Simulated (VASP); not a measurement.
VASP runs on AgCl (rock salt) share one base input (PBE GGA, plane waves, VASP's PBE PAW potentials (set 64)) and change the settings named in each case.

**POSCAR**
```
AgCl
1
    0.0000000000     2.7750000000     2.7750000000
    2.7750000000     0.0000000000     2.7750000000
    2.7750000000     2.7750000000     0.0000000000
Ag Cl
1 1
Direct
  0.0000000000   0.0000000000   0.0000000000
  0.5000000000   0.5000000000   0.5000000000
```

KPOINTS:
```
Automatic mesh
0
Gamma
8 8 8
0 0 0
```

### INCAR
```
LMAXMIX = 4   ! l cut-off of mixed one-centre charges
SYSTEM = AgCl
LWAVE = .False.
ISIF = 2   ! forces and stress, cell fixed
ALGO = Normal
ENCUT = 400
GGA = PE   ! PBE
NELM = 100   ! most electronic steps
LASPH = .True.
EDIFF = 1E-6   ! SCF stop (eV)
PREC = Accurate
SIGMA = 0.05   ! width (eV)
ISMEAR = 0
LCHARG = .False.
LREAL = .False.
```

POTCAR, in this order: Ag Cl (PBE.64 set). Program: vasp_std.

| change | E(σ→0) (eV/atom) | pressure (GPa) | gap on the mesh (eV) | −TS (eV) | electronic steps |
|---|---|---|---|---|---|
| base run | -2.6975 | 1.20 | 0.91 | 0.0000 | 12 |
| AMIX = 0.6, BMIX = 3.0, IMIX = 1 | -2.6975 | 1.21 | 0.91 | 0.0000 | 22 |
| AMIX = 0.1, BMIX = 0.0001, IMIX = 4 | -2.6975 | 1.24 | 0.91 | 0.0000 | 14 |
| AMIX = 0.1, BMIX = 3.0, IMIX = 4 | -2.6975 | 1.24 | 0.91 | 0.0000 | 14 |
| AMIX = 1.0, BMIX = 1.0, IMIX = 1 (not converged) | -279.6601 | 2830.69 | 0.00 | -0.0014 | 100 |
| AMIX = 0.2, BMIX = 3.0, IMIX = 1 | -2.6975 | 1.38 | 0.90 | 0.0000 | 32 |

Left out are runs that ran out of time, are held back, or changed the cell or the kind of run, fixed moments of cells without a moment, rows past the twelfth, gaps on odd meshes, pressures of charged cells and columns that move by less than the noise.

The compound is AgCl in the rock salt structure. The cell was not relaxed at this level.
